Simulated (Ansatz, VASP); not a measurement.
**Cross-check of ReH4NO4 (I4_1/a (measured, COD) ReH4NO4, size series) between VASP and Ansatz**

Wanted: the spread between two codes on one cell, functional and k mesh. Of the first pair: The structure shown is the start of the Ansatz relaxation below; VASP solves that cell, so the two are compared at the walk's first step.

Main program and level: Ansatz 0.2.0; plane waves, with VASP 6.6.1 beside it; single point at r2SCAN.

### 1. Starting point

The cell holds 40 atoms: 4 Re, 16 H, 4 N and 16 O. Its edges and angles: a = 6.001 Å, b = 6.001 Å, c = 12.399 Å, α = 90.0°, β = 90.0°, γ = 90.0°. It derives from ReH4NO4 (I4_1/a (measured, COD)), repeated 1×1×1. As first built, before any earlier steps moved the atoms (in the runner's words): I4_1/a (measured, COD) ReH4NO4 (cell 6.001, 6.001, 12.4, 90, 90, 90), 1 x 1 x 1 conventional cells; every coordinate displaced by a Gaussian of 0.05 A.

As a file:

```xyz
40
Lattice="6.0009 0.0000 0.0000 0.0000 6.0009 0.0000 0.0000 0.0000 12.3989" Properties=species:S:1:pos:R:3 pbc="T T T"
Re    3.0330    5.9490    3.0727
Re    5.9647    2.9944    9.2486
Re    5.9623    5.9960    6.1913
Re    3.0180    3.0534    0.0067
H     5.7625    2.1313    3.7877
H     3.2325    0.8725    9.8152
H     3.7258    2.7966    6.7900
H     5.2593    0.2454    0.7003
H     0.2500    0.8429   11.7366
H     2.7448    2.2437    5.6161
H     2.1767    0.2269    8.7505
H     0.8316    2.7837    2.5739
H     2.7458    5.2014    9.8256
H     0.2509    3.7101    3.7636
H     0.8498    5.6517    0.6048
H     2.1990    3.3298    6.8022
H     3.3177    3.8323    5.6450
H     5.7668    5.2573   11.6773
H     5.2376    3.2926    2.4899
H     3.8011    5.7491    8.7866
N     5.9848    2.9472    3.0189
N     3.0459    5.8698    9.2348
N     2.9053    3.0397    6.2859
N     5.9564    0.0645   12.3701
O     4.2325    0.6920    2.1196
O     4.8388    2.1989    8.2484
O     5.2619    1.1896    5.2473
O     3.7526    1.7223   11.4395
O     1.6986    2.2484    1.0312
O     1.2265    0.7290    7.0924
O     0.7403    1.8881   10.3854
O     2.2088    1.3215    4.0621
O     1.2280    3.7345    8.3549
O     1.7533    5.3026    2.1231
O     2.2030    4.2299   11.4455
O     0.8435    4.8206    5.2059
O     4.8181    5.3073    7.1750
O     4.1753    3.8984    0.9840
O     3.8379    4.8679    4.1167
O     5.2776    4.2759   10.3548
```

### 2. Ansatz: relaxation, r2SCAN

Ansatz runs on its default PAW (the set named soft_2) files.

The two programs are compared at the cell with which this relaxation starts, whose forces are those of its first step.

input.yaml reads:

```yaml
crystal:
  lattice:
    - [6.0009, 0.0, 0.0]
    - [0.0, 6.0009, 0.0]
    - [0.0, 0.0, 12.3989]
  atoms:
    - { symbol: Re, position: [0.50542, 0.99135, 0.24782] }
    - { symbol: Re, position: [0.99396, 0.49899, 0.74592] }
    - { symbol: Re, position: [0.99357, 0.99919, 0.49934] }
    - { symbol: Re, position: [0.50293, 0.50882, 0.00054] }
    - { symbol: H, position: [0.96028, 0.35517, 0.30549] }
    - { symbol: H, position: [0.53867, 0.14539, 0.79162] }
    - { symbol: H, position: [0.62087, 0.46603, 0.54763] }
    - { symbol: H, position: [0.87642, 0.0409, 0.05648] }
    - { symbol: H, position: [0.04166, 0.14046, 0.94658] }
    - { symbol: H, position: [0.4574, 0.37389, 0.45295] }
    - { symbol: H, position: [0.36273, 0.03781, 0.70575] }
    - { symbol: H, position: [0.13858, 0.46388, 0.20759] }
    - { symbol: H, position: [0.45756, 0.86677, 0.79246] }
    - { symbol: H, position: [0.04181, 0.61826, 0.30354] }
    - { symbol: H, position: [0.14162, 0.94181, 0.04878] }
    - { symbol: H, position: [0.36644, 0.55488, 0.54861] }
    - { symbol: H, position: [0.55287, 0.63862, 0.45528] }
    - { symbol: H, position: [0.96099, 0.87609, 0.9418] }
    - { symbol: H, position: [0.87281, 0.54869, 0.20082] }
    - { symbol: H, position: [0.63342, 0.95804, 0.70866] }
    - { symbol: "N", position: [0.99731, 0.49113, 0.24348] }
    - { symbol: "N", position: [0.50757, 0.97816, 0.74481] }
    - { symbol: "N", position: [0.48415, 0.50654, 0.50697] }
    - { symbol: "N", position: [0.99258, 0.01075, 0.99768] }
    - { symbol: O, position: [0.70531, 0.11532, 0.17095] }
    - { symbol: O, position: [0.80634, 0.36643, 0.66525] }
    - { symbol: O, position: [0.87686, 0.19823, 0.42321] }
    - { symbol: O, position: [0.62534, 0.28701, 0.92262] }
    - { symbol: O, position: [0.28305, 0.37468, 0.08317] }
    - { symbol: O, position: [0.20438, 0.12148, 0.57202] }
    - { symbol: O, position: [0.12336, 0.31464, 0.83761] }
    - { symbol: O, position: [0.36808, 0.22022, 0.32762] }
    - { symbol: O, position: [0.20464, 0.62233, 0.67384] }
    - { symbol: O, position: [0.29218, 0.88363, 0.17123] }
    - { symbol: O, position: [0.36712, 0.70488, 0.92311] }
    - { symbol: O, position: [0.14057, 0.80332, 0.41987] }
    - { symbol: O, position: [0.80289, 0.88441, 0.57868] }
    - { symbol: O, position: [0.69578, 0.64963, 0.07936] }
    - { symbol: O, position: [0.63955, 0.8112, 0.33202] }
    - { symbol: O, position: [0.87947, 0.71255, 0.83514] }
kpoints:
  mp_grid: { grid: [2, 2, 1] }
hamiltonian:
  xc: r2scan
scf:
  occupations: { method: gaussian, width: 0.05 }
output:
  forces: true
relax:
  f_tol: 0.05
  max_steps: 200
  cell: {}
```

Run with:

```console
ansatz run input.yaml --threads 4 --pin off --max-ram 8192MiB --backend cpu --events-out ev --progress --plain --runs-dir out
```

Numbers of over 12 decimals in the logs are rounded to 6 here.

What it wrote:

```text
Engine: ansatz 0.2.0, aarch64-unknown-linux-gnu
Pseudopotentials: kind: paw
Pseudopotential: Re, paw, valence charge 15, recommended cutoff 500 eV (meta_gga), Re.paw.azcp
Pseudopotential: H, paw, valence charge 1, recommended cutoff 500 eV (meta_gga), H.paw.azcp
Pseudopotential: N, paw, valence charge 5, recommended cutoff 500 eV (meta_gga), N.paw.azcp
Pseudopotential: O, paw, valence charge 6, recommended cutoff 500 eV (meta_gga), O.paw.azcp
Functional definition: r2SCAN
  parameter k0 = 0.174
  parameter k1 = 0.065
  parameter a1 = 4.9479
  exchange = r2scan_x(k0 = k0, k1 = k1, a1 = a1)
  correlation = r2scan_c
Crystal: 40 atoms, lattice volume = 446.494 Å³
Basis set: ecut = 500 eV, 11353 PW (Γ), exchange–correlation on 180×180×384 points (64 copies of the dense FFT grid, shifted against one another)
Bands: 136, of which v1, the nominal top of the filled ones, is band 96 counted from 1 (95 counted from 0)
Symmetry: 1 space group operations
Space group: P1 (ITA 1), of the structure as read, at distance tolerance 7.6e-5 Å
k-points: 4
Non-local potential: Re, projectors of the file, l = 0: 3, l = 1: 2, l = 2: 2, l = 3: 1
Non-local potential: H, projectors of the file, l = 0: 2, l = 1: 1
Non-local potential: N, projectors of the file, l = 0: 2, l = 1: 2, l = 2: 1
Non-local potential: O, projectors of the file, l = 0: 2, l = 1: 2, l = 2: 1
PAW form: soft (Blöchl's): semilocal exchange-correlation on the pseudo side does not see the compensation charge
PAW frozen core: Re, regenerated for the run's functional (the file was generated under x = pbe(κ = 0.804, μ = 0.219515), c = pbe(β = 0.066725))
PAW frozen core: N, regenerated for the run's functional (the file was generated under x = pbe(κ = 0.804, μ = 0.219515), c = pbe(β = 0.066725))
PAW frozen core: O, regenerated for the run's functional (the file was generated under x = pbe(κ = 0.804, μ = 0.219515), c = pbe(β = 0.066725))
PAW one-centre angular grid: Re, 590 points (default); XC on 160 Gauss nodes
PAW one-centre angular grid: H, 302 points (default); XC on 160 Gauss nodes
PAW one-centre angular grid: N, 302 points (default); XC on 160 Gauss nodes
PAW one-centre angular grid: O, 302 points (default); XC on 160 Gauss nodes
Initial density: superposition of atomic densities (neutral atoms: chi_scale 0, normalization atom), corrected by the library's trained network
Initial wavefunctions: pseudopotential atomic-orbital guess
Functional: x = r2scan, c = r2scan; τ floored in thin density (d = 2e-4 eV/Å³)
SCF iter   1: F=—  HF=-54415.908594 eV  |F-HF|=—  |Δ(HF+E_count)|=         —  Δρ=8.89e-3  dr2=6.12e-1  dr2_τ=3.01e0  ethr=1.77e-3  ⟨swp⟩=6.8  Hψ=2260  notcnv=0  defer=14
preconditioner: auto → Resta (q_TF=auto, 2.370 Å⁻¹)  ε∞=3.3  [insulator: Δε(μ)=3.985 eV  Ē_g=14.819 eV  σ=0.050 eV  W_gap=1.00  n_scr=100 (ndim 8)  ℏωp=22.2 eV  f_vac=0.167  D(μ)=0.00/eV (n_scr^D=0)  ε∞_Penn≈3.3]
SCF iter   2: F=—  HF=-54415.510227 eV  |F-HF|=—  |Δ(HF+E_count)|=   3.98e-1  Δρ=6.77e-3  dr2=1.39e-1  dr2_τ=7.19e-2  ethr=3.19e-4  ⟨swp⟩=2.0  Hψ=904  notcnv=0  defer=128
SCF iter   3: F=—  HF=-54415.491520 eV  |F-HF|=—  |Δ(HF+E_count)|=   1.87e-2  Δρ=2.83e-3  dr2=3.70e-2  dr2_τ=3.04e-3  ethr=7.24e-5  ⟨swp⟩=2.0  Hψ=700  notcnv=0  defer=28
automatic band count: iteration 3 solves 111 bands in place of 136: the levels show a gap, and the empty bands left out lie too high to hold charge; the band table lists the bands solved (type scf.n_extra_bands for more)
SCF iter   4: F=—  HF=-54415.486139 eV  |F-HF|=—  |Δ(HF+E_count)|=   5.38e-3  Δρ=1.55e-3  dr2=1.29e-2  dr2_τ=1.38e-3  ethr=1.93e-5  ⟨swp⟩=2.0  Hψ=662  notcnv=0  defer=28
SCF iter   5: F=—  HF=-54415.485099 eV  |F-HF|=—  |Δ(HF+E_count)|=   1.04e-3  Δρ=3.80e-4  dr2=9.20e-4  dr2_τ=1.28e-4  ethr=6.74e-6  ⟨swp⟩=2.0  Hψ=666  notcnv=0  defer=28
SCF iter   6: F=—  HF=-54415.485228 eV  |F-HF|=—  |Δ(HF+E_count)|=   1.29e-4  Δρ=2.00e-4  dr2=1.97e-4  dr2_τ=2.76e-5  ethr=4.79e-7  ⟨swp⟩=2.0  Hψ=809  notcnv=0  defer=28
SCF iter   7: F=—  HF=-54415.485282 eV  |F-HF|=—  |Δ(HF+E_count)|=   5.47e-5  Δρ=1.15e-4  dr2=5.96e-5  dr2_τ=8.87e-6  ethr=1.02e-7  ⟨swp⟩=2.0  Hψ=707  notcnv=0  defer=28
SCF iter   8: F=—  HF=-54415.485042 eV  |F-HF|=—  |Δ(HF+E_count)|=   2.41e-4  Δρ=4.42e-5  dr2=8.74e-6  dr2_τ=1.62e-6  ethr=3.10e-8  ⟨swp⟩=2.0  Hψ=680  notcnv=0  defer=28
SCF iter   9: F=—  HF=-54415.485044 eV  |F-HF|=—  |Δ(HF+E_count)|=   2.32e-6  Δρ=1.75e-5  dr2=1.31e-6  dr2_τ=2.00e-7  ethr=4.55e-9  ⟨swp⟩=2.0  Hψ=668  notcnv=0  defer=28
SCF iter  10: F=—  HF=-54415.485044 eV  |F-HF|=—  |Δ(HF+E_count)|=   5.20e-7  Δρ=9.88e-6  dr2=4.29e-7  dr2_τ=6.84e-8  ethr=6.85e-10  ⟨swp⟩=2.0  Hψ=723  notcnv=0  defer=28
SCF iter  11: F=-54415.485045 eV  HF=-54415.485045 eV  |F-HF|=2.03e-8  |Δ(HF+E_count)|=   1.90e-7  Δρ=3.86e-6  dr2=6.85e-8  dr2_τ=9.89e-9  ethr=5.21e-11  ⟨swp⟩=3.0  Hψ=1805  notcnv=0
[...]
SCF iter   2: F=—  HF=-54420.274787 eV  |F-HF|=—  |Δ(HF+E_count)|=   9.37e-4  Δρ=7.41e-5  dr2=1.04e-6  dr2_τ=1.35e-5  ethr=2.09e-9  ⟨swp⟩=3.0  Hψ=897  notcnv=0
SCF iter   3: F=—  HF=-54420.274868 eV  |F-HF|=—  |Δ(HF+E_count)|=   8.14e-5  Δρ=2.94e-6  dr2=2.76e-8  dr2_τ=6.72e-9  ethr=5.41e-10  ⟨swp⟩=2.0  Hψ=864  notcnv=0
[...]
SCF converged after 5 iterations
Free energy (F): -54420.274868 eV
Harris-Foulkes:  -54420.274868 eV  (|F-HF|=2.33e-10)
Internal energy: -54420.274868 eV  (E = F + TS)
E sigma→0 (E₀):  -54420.274868 eV
Fermi energy:    3.296865 eV
--- Per-component energies (eV) ---
  E_band       = -2541.455597
  E_kinetic    = 5702.185244
  E_local      = -18321.066403  (includes V_loc(G=0)·N_el)
  E_nonlocal   = 1151.867512
  E_hartree    = 6761.680193
  E_xc         = -3084.625284
  E_vxc        = -3576.689172  (∫ρ·V_xc dr)
  E_paw        = -37833.255081  (= ΣΔE_a)
  E_vpaw       = -1240.218859  (= ΣTr[D̂ρ^β])
  E_aug_tail   = 0.008497  (compensation charges beyond the density's cutoff)
  E_vtau       = 219.096813  (kinetic-family band-sum trace: ∫τ·v_τ [+ j·A + Jᵃ·Aᵃ] dr)
  E_ewald      = -8794.556750
  E_core_change = -2.512795  (= ΣΔE_core)
  E_smearing   = -0.000000  (= −TS)
  E_closure    = -0.000000  (closes the sum)
  Σ components = -54420.274868   (vs F -54420.274868, Δ=0.00e0)
--- Forces (eV/Å), atoms counted from 1 ---
  atom   1  Re    -0.00070539     0.00091670     0.00106289
  atom   2  Re     0.00036674    -0.00104541     0.00171330
  atom   3  Re    -0.00149091    -0.00065596    -0.00134305
  atom   4  Re    -0.00027107     0.00016470    -0.00156113
  atom   5  H      0.00011581     0.00010534    -0.00087511
  atom   6  H      0.00018025    -0.00025531    -0.00105639
  atom   7  H     -0.00081617     0.00039366     0.00074338
  atom   8  H      0.00084750     0.00003666     0.00074314
  atom   9  H     -0.00010191    -0.00017568     0.00020439
  atom  10  H      0.00019654    -0.00001889     0.00100124
  atom  11  H      0.00112770     0.00007601    -0.00102932
  atom  12  H     -0.00098483     0.00026048    -0.00086574
  atom  13  H      0.00016260     0.00029149    -0.00029466
  atom  14  H      0.00014082    -0.00046297    -0.00044661
  atom  15  H     -0.00094818     0.00026276     0.00090420
  atom  16  H      0.00096480     0.00019479     0.00101309
  atom  17  H      0.00005131    -0.00049579     0.00022087
  atom  18  H      0.00011483     0.00027117     0.00106477
  atom  19  H      0.00076395     0.00026989    -0.00094154
  atom  20  H     -0.00069499     0.00004126    -0.00074231
  atom  21  N     -0.00031374    -0.00008070    -0.00136948
  atom  22  N      0.00036389     0.00043929    -0.00143237
  atom  23  N     -0.00022295    -0.00016432     0.00144822
  atom  24  N     -0.00038555    -0.00018394     0.00146004
[...]
atom  33  O     -0.00032856     0.00074519     0.00008246
  atom  34  O      0.00057149    -0.00006914     0.00024852
  atom  35  O      0.00022993    -0.00019748     0.00058125
  atom  36  O      0.00007097    -0.00020441     0.00076781
  atom  37  O      0.00074722    -0.00001112    -0.00028474
  atom  38  O     -0.00054484     0.00019544    -0.00036767
  atom  39  O      0.00012898    -0.00038901    -0.00076928
  atom  40  O      0.00016297    -0.00027684    -0.00099755
  max |Σ_I F_I| component: 1.60e-4 eV/Å
--- Stress (GPa, compression-positive) ---
        0.002133      -0.001682      -0.000608
       -0.001678      -0.004204       0.000434
       -0.000608       0.000434      -0.006149
  P = ⅓ Tr σ = -0.0027 GPa (-0.027 kbar)
--- Relaxed structure (7 steps of the walk, 7 accepted, 1 SCFs on fresh bases) ---
  F+E_penalty+E_count = -54420.27486827 eV   max|allowed force component| = 1.709e-3 eV/Å   (the final SCF, on the basis selected at the relaxed cell)
  cell:  # Å, volume = 450.2364 Å³
    - [6.079098, 0.000307873, 0.000158427]
    - [0.000307873, 6.087823, -0.000457213]
    - [0.000327337, -0.000944681, 12.165767]
  atoms:
    - { symbol: Re, position: [0.500495, 1.002144, 0.250295] }
    - { symbol: Re, position: [1.000279, 0.501944, 0.750293] }
    - { symbol: Re, position: [1.000350, 1.002288, 0.500518] }
    - { symbol: Re, position: [0.500513, 0.501866, 0.000519168] }
    - { symbol: H, position: [0.956164, 0.373098, 0.300467] }
    - { symbol: H, position: [0.544607, 0.130957, 0.800432] }
    - { symbol: H, position: [0.629581, 0.457677, 0.549695] }
    - { symbol: H, position: [0.871283, 0.046182, 0.049747] }
    - { symbol: H, position: [0.044863, 0.131152, 0.950482] }
    - { symbol: H, position: [0.456058, 0.373167, 0.450296] }
    - { symbol: H, position: [0.370868, 0.046232, 0.701178] }
    - { symbol: H, position: [0.129891, 0.457674, 0.201177] }
    - { symbol: H, position: [0.456019, 0.872575, 0.800319] }
    - { symbol: H, position: [0.044758, 0.631479, 0.300282] }
    - { symbol: H, position: [0.129942, 0.957550, 0.049659] }
    - { symbol: H, position: [0.370917, 0.546294, 0.549709] }
    - { symbol: H, position: [0.544708, 0.631528, 0.450587] }
    - { symbol: H, position: [0.956198, 0.872796, 0.950404] }
    - { symbol: H, position: [0.871208, 0.546235, 0.201051] }
    - { symbol: H, position: [0.629552, 0.957677, 0.701053] }
    - { symbol: N, position: [1.000504, 0.502122, 0.250748] }
    - { symbol: N, position: [0.500258, 1.001853, 0.750749] }
    - { symbol: N, position: [0.500312, 0.502168, 0.500068] }
    - { symbol: N, position: [1.000576, 0.00191639, 1.000069] }
    - { symbol: O, position: [0.699009, 0.124700, 0.168934] }
    - { symbol: O, position: [0.801790, 0.379240, 0.668965] }
    - { symbol: O, position: [0.877445, 0.200579, 0.419243] }
    - { symbol: O, position: [0.623422, 0.303673, 0.919151] }
    - { symbol: O, position: [0.302068, 0.379123, 0.081848] }
    - { symbol: O, position: [0.198799, 0.124920, 0.581896] }
    - { symbol: O, position: [0.123255, 0.303759, 0.831601] }
    - { symbol: O, position: [0.377521, 0.200508, 0.331536] }
    - { symbol: O, position: [0.198686, 0.624707, 0.668949] }
    - { symbol: O, position: [0.302117, 0.879229, 0.168979] }
    - { symbol: O, position: [0.377551, 0.700034, 0.919197] }
    - { symbol: O, position: [0.123322, 0.804222, 0.419103] }
    - { symbol: O, position: [0.801910, 0.879440, 0.581814] }
    - { symbol: O, position: [0.698961, 0.624601, 0.081862] }
    - { symbol: O, position: [0.623387, 0.804146, 0.331744] }
    - { symbol: O, position: [0.877392, 0.700124, 0.831678] }
```

The column dr2 measures how far the density is from self-consistency, as an energy; F and HF (Harris–Foulkes) agree once it is small.

(Continued in part 2 of 2.)

[Lines on the potential files, build, host, timing and source positions are cut from VASP's logs without a mark.]

[Logs are printed without paths, hosts, clocks, repeated set-up lines and the standing remarks that a program may print on its own settings, such as how far it seeks lower states.]

[Hosts, paths, dates, database ids (printed as entryN), source tags and the programs' standing remarks are cut or masked in the printed files.]
